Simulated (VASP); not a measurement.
```
CELL_PARAMETERS angstrom
     -1.71324     1.71324     1.71324
      1.71324    -1.71324     1.71324
      1.71324     1.71324    -1.71324
ATOMIC_POSITIONS crystal
  Li 0.00000 0.00000 0.00000
```

These are PBEsol GGA, VASP's PBE PAW potentials (set 64) (plane waves; VASP) values and carry that method's errors. Settings: 600 eV cut-off, 14×14×14 Γ-centred mesh, first-order Methfessel-Paxton smearing of 0.10 eV, potentials Li_sv.

Energy and stress use the plane-wave basis of the starting cell.

**Question.** The ions, cell shape and volume at an external pressure of 5.0 GPa are relaxed. Which structure does the run end with?

**Answer.** 
```
CELL_PARAMETERS angstrom
     -1.57959     1.57959     1.57959
      1.57959    -1.57959     1.57959
      1.57959     1.57959    -1.57959
ATOMIC_POSITIONS crystal
  Li 0.00000 0.00000 0.00000
```
Space group Im-3m (229), at a tolerance of 0.03 Å.

**Question.** How do energy and volume change from the first to the last step?

**Answer.** The energy (σ→0) changes by +55.6 meV/atom and the volume by -21.6 %, in 5 ionic steps.

The compound is Li in the bcc structure. This run relaxes it under an external pressure of 5 GPa. Symmetry was kept, so distortions that lower it aren't found.
